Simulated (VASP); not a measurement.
**BaZr2O3: density of states with PBE**

BaZr2O3:

```
Ba Zr O
1.0
     3.39135    0.00000    0.00000
    -1.69568    2.93700    0.00000
     0.00000    0.00000    8.78153
Ba Zr O
1 2 3
Direct
  0.00000 0.00000 0.00000
  0.33333 0.66667 0.36092
  0.66667 0.33333 0.63908
  0.00000 0.00000 0.50000
  0.66667 0.33333 0.22934
  0.33333 0.66667 0.77066
```

The cell was built by a generator and needn't be a form met in nature.

```
Program                 : VASP 6.6.1
Task                    : density of states
Functional              : PBE
Potentials or basis     : VASP PAW PBE potentials, release 64 (Ba_sv, Zr_sv, O)
Cutoff                  : 520 eV
k mesh                  : 10 × 10 × 4
Occupations             : gaussian, width 0.1 eV
Spin                    : no spin polarisation
k mesh for the DOS      : 15 × 15 × 6
Occupations for the DOS : tetrahedron
Further INCAR settings  : ALGO = Normal; EDIFF = 1e-07; NBANDS = 35
```

```
Valence electrons inside the program's atomic spheres : Ba 8.21; Zr 9.80; O 5.02, 4.99
```

Levels at points of the mesh, in eV from the Fermi level:
| k point | band 23 | band 24 | band 25 | band 26 | band 27 | band 28 | band 29 | band 30 |
| --- | --- | --- | --- | --- | --- | --- | --- | --- |
| (0.00, 0.00, 0.00) | -4.83 | -4.64 | -0.51 | -0.51 | -0.26 | -0.17 | 1.06 | 1.25 |
| (0.00, 0.00, 0.50) | -4.95 | -4.95 | -0.46 | -0.46 | -0.30 | 0.00 | 1.15 | 1.54 |

States per cell in windows of 1 eV (zero at the Fermi level; states under -8 eV left out):
| from (eV) | total | Zr2_d | Zr3_d | O5_p | O6_p | O4_p | Ba1_d |
| --- | --- | --- | --- | --- | --- | --- | --- |
| -8.0 | 5.60 | 0.33 | 0.33 | 0.15 | 0.15 | 2.63 | 0.01 |
| -7.0 | 2.14 | 0.10 | 0.10 | 0.47 | 0.47 | 0.13 | 0.05 |
| -6.0 | 8.99 | 0.31 | 0.31 | 2.39 | 2.39 | 0.37 | 0.13 |
| -5.0 | 1.08 | 0.01 | 0.01 | 0.28 | 0.28 | 0.14 | 0.01 |
| -4.0 | 0.00 | 0.00 | 0.00 | 0.00 | 0.00 | 0.00 | 0.00 |
| -3.0 | 0.22 | 0.04 | 0.04 | 0.01 | 0.01 | 0.00 | 0.03 |
| -2.0 | 1.29 | 0.30 | 0.30 | 0.05 | 0.05 | 0.03 | 0.09 |
| -1.0 | 2.49 | 0.55 | 0.55 | 0.07 | 0.07 | 0.07 | 0.30 |
| 0.0 | 2.67 | 0.57 | 0.57 | 0.07 | 0.07 | 0.14 | 0.38 |
| 1.0 | 4.28 | 1.11 | 1.11 | 0.11 | 0.11 | 0.19 | 0.33 |
| 2.0 | 6.48 | 1.66 | 1.66 | 0.16 | 0.16 | 0.08 | 0.72 |
| 3.0 | 3.66 | 0.98 | 0.98 | 0.09 | 0.09 | 0.04 | 0.49 |
| 4.0 | 0.96 | 0.22 | 0.22 | 0.03 | 0.03 | 0.03 | 0.16 |
| 5.0 | 0.00 | 0.00 | 0.00 | 0.00 | 0.00 | 0.00 | 0.00 |
| 6.0 | 0.00 | 0.00 | 0.00 | 0.00 | 0.00 | 0.00 | 0.00 |

It took 2.3 min on 4 MPI ranks on Intel(R) Xeon(R) Platinum 8488C (Sapphire Rapids), on a shared host, peak memory 0.5 GiB a rank.

 The run has no spin-orbit coupling, so splittings on Ba are missing.
